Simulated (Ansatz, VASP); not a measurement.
One calculation of BaSiGe, two programs

```
CELL_PARAMETERS angstrom
4.37655 0.00000 0.00000
0.00000 4.37655 0.00000
0.00000 0.00000 17.00000
ATOMIC_POSITIONS crystal
Ba 0.00000 0.00000 0.49682
Si 0.50000 0.50000 0.41449
Ge 0.50000 0.50000 0.58551
```

Alike in both runs: task single point; functional PBE; k mesh 4 × 4 × 1; occupations gaussian, width 0.1 eV; no spin polarisation.

```csv
,VASP,Ansatz
version,VASP 6.6.1,Ansatz 0.2.0
potentials or method,"VASP PAW PBE potentials, release 64 (Ba_sv, Si, Ge_d)","scalar-relativistic, plane waves, PAW"
plane-wave cutoff (eV),520,420
valence electrons in the cell,28,28
```

|  | VASP | Ansatz | Ansatz less VASP |
| --- | --- | --- | --- |
| gap on the k mesh at the Fermi level (eV) | none | none | - |
| rms of the force components (eV/Å) | 0.605 | 0.611 | +0.0059 |

Atom by atom the forces differ by 0.006 eV/Å (rms over components). A gap of «none» marks a metal or a gap that the smearing closes. The functional is the same, so the differences come from potentials, cutoffs and numerics. Ansatz warned: «slab_cell_height_set».

Spin-orbit coupling is left out, which matters for the levels of Ba.
